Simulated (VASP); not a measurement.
A convergence study with VASP on Si (diamond): one setting is varied, all else stays as given below, so the limit is that of these other settings. The cell's lengths are 1 % over those of the tabulated start and one atom is moved, so it is off equilibrium.

```xyz
2
Lattice="0.0000 2.7427 2.7427 2.7427 0.0000 2.7427 2.7427 2.7427 0.0000" Properties=species:S:1:pos:R:3 pbc="T T T"
Si     0.0000     0.0000     0.0000
Si     1.4319     1.3713     1.3713
```

All values below come from LDA (Ceperley-Alder, Perdew-Zunger), VASP's LDA PAW potentials (set 64) (plane waves; VASP). The tightest run used: 1000 eV cut-off, 9×9×9 Γ-centred mesh, Gaussian smearing of 0.050 eV, potentials Si.

Gaps are read on the run's mesh, which can miss a band edge.

Task: The settings run are ENCUT = 150; ENCUT = 250; ENCUT = 350; ENCUT = 450; ENCUT = 550; ENCUT = 600; ENCUT = 650; ENCUT = 700; ENCUT = 750; ENCUT = 800; ENCUT = 850; ENCUT = 1000. From which on does the energy per atom stay within 0.005 eV/atom of the tightest run?

Result: From ENCUT = 350 on: it is off by 0.0014 there and by no more than 0.005 in any finer run, while ENCUT = 250 is off by 0.0116.
| setting | E (eV/atom) | pressure (GPa) | largest force (eV/Å) | gap on the mesh (eV) | plane waves | difference judged (eV/atom) |
|---|---|---|---|---|---|---|
| ENCUT = 150 | -5.8828 | -3.97 | 0.767 | 0.212 | 178 | 0.0533 |
| ENCUT = 250 | -5.9245 | -4.05 | 0.752 | 0.196 | 378 | 0.0116 |
| ENCUT = 350 | -5.9347 | -3.91 | 0.750 | 0.193 | 624 | 0.0014 |
| ENCUT = 450 | -5.9358 | -3.87 | 0.749 | 0.192 | 914 | 0.0002 |
| ENCUT = 550 | -5.9359 | -3.87 | 0.749 | 0.192 | 1243 | 0.0002 |
| ENCUT = 600 | -5.9360 | -3.86 | 0.749 | 0.192 | 1411 | 0.0001 |
| ENCUT = 650 | -5.9360 | -3.86 | 0.749 | 0.192 | 1568 | 0.0001 |
| ENCUT = 700 | -5.9360 | -3.86 | 0.749 | 0.192 | 1807 | 0.0001 |
| ENCUT = 750 | -5.9360 | -3.86 | 0.749 | 0.192 | 1948 | 0.0001 |
| ENCUT = 800 | -5.9360 | -3.86 | 0.749 | 0.192 | 2144 | 0.0001 |
| ENCUT = 850 | -5.9360 | -3.86 | 0.749 | 0.192 | 2334 | 0.0000 |
| ENCUT = 1000 | -5.9361 | -3.86 | 0.749 | 0.192 | 2981 | 0.0000 |

Left out are rungs that failed or repeat a setting and relaxations that didn't move; long series are thinned to 24 rows.

The compound is Si in the diamond structure. The cell was not relaxed at this level, it is distorted from the ideal structure.
